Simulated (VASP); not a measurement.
Consider the following.

```yaml
crystal:
  lattice:
    - [0.00000, 2.27315, 2.27315]
    - [2.27315, 0.00000, 2.27315]
    - [2.27315, 2.27315, 0.00000]
  atoms:
    - { symbol: B, position: [0.00000, 0.00000, 0.00000] }
    - { symbol: P, position: [0.25000, 0.25000, 0.25000] }
```

The numbers are results of PBE GGA, VASP's PBE PAW potentials (set 64) (plane waves; VASP 6.6.1), not measurements. Settings: 520 eV cut-off, Gaussian smearing of 0.050 eV, potentials B P.

Predict the band gap (along the path) with the smallest direct gap where there is one.

The band gap (along the path) is 1.25 eV and the smallest direct gap (along the path) is 3.39 eV.

Total energies compare only between runs with the same potentials, cut-off and functional.

The compound is BP in the zinc blende structure. It was relaxed first.
